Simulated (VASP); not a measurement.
Level of theory: PBE GGA, VASP's PBE PAW potentials (set 64) (plane waves; VASP 6.6.1).

VASP input:

**INCAR**
```
SYSTEM = AsN
PREC = Accurate
ENCUT = 400
EDIFF = 1E-6
NELM = 100
ALGO = Normal
LREAL = .FALSE.
LASPH = .TRUE.
ISMEAR = -1
SIGMA = 0.1
GGA = PE
LMAXMIX = 4
LWAVE = .FALSE.
LCHARG = .FALSE.
ISIF = 2
```

**KPOINTS**
```
kpoints
0
G
  6 6 4
0 0 0
```

POSCAR:
```
AsN
1
    3.2488840000     0.0000000000     0.0000000000
   -1.6244420000     2.8136160000     0.0000000000
    0.0000000000     0.0000000000     4.5281490000
As N
2 2
Direct
  0.0000000000   0.0000000000   0.0000000000
  0.0000000000   0.0000000000   0.5000000000
  0.3333330000   0.6666670000   0.2500000000
  0.6666670000   0.3333330000   0.7500000000
```

POTCAR, in this order: As N (PBE.64 set). Program: vasp_std.

At this cut-off the stress carries a Pulay error, which pulls relaxed volumes low.

### Question
Predict the energy per atom (σ→0), pressure, band gap (on the k-mesh).

### Answer

```
Item                                                         Value
------------------------  ----------------------------------------
energy per atom (σ→0)                               -4.746 eV/atom
band gap (on the k-mesh)  none (metal, semimetal or under 0.01 eV)
pressure                                                 48.19 GPa
```

**OSZICAR**
```
...
DAV:   7    -0.190150306315E+02    0.39779E-01   -0.11643E+00   638   0.851E+00    0.446E+00
DAV:   8    -0.190183778971E+02   -0.33473E-02   -0.21118E-01   678   0.329E+00    0.105E+00
DAV:   9    -0.190007263155E+02    0.17652E-01   -0.78766E-02   696   0.192E+00    0.161E-01
DAV:  10    -0.190012147845E+02   -0.48847E-03   -0.35497E-03   696   0.463E-01    0.714E-02
DAV:  11    -0.190012196956E+02   -0.49111E-05   -0.62395E-05   728   0.627E-02    0.315E-02
DAV:  12    -0.190012176860E+02    0.20096E-05   -0.91371E-06   744   0.237E-02    0.331E-03
DAV:  13    -0.190012180740E+02   -0.38803E-06   -0.89509E-07   420   0.689E-03
   1 F= -.19001218E+02 E0= -.18983289E+02  d E =-.358574E-01
```

The structure was generated: AsN was put into an ordered model structure, which need not be its known phase. The cell was not relaxed at this level. The k-mesh is coarse (spacing up to 0.37 per Å, 2π included), so the numbers may not be converged in it.
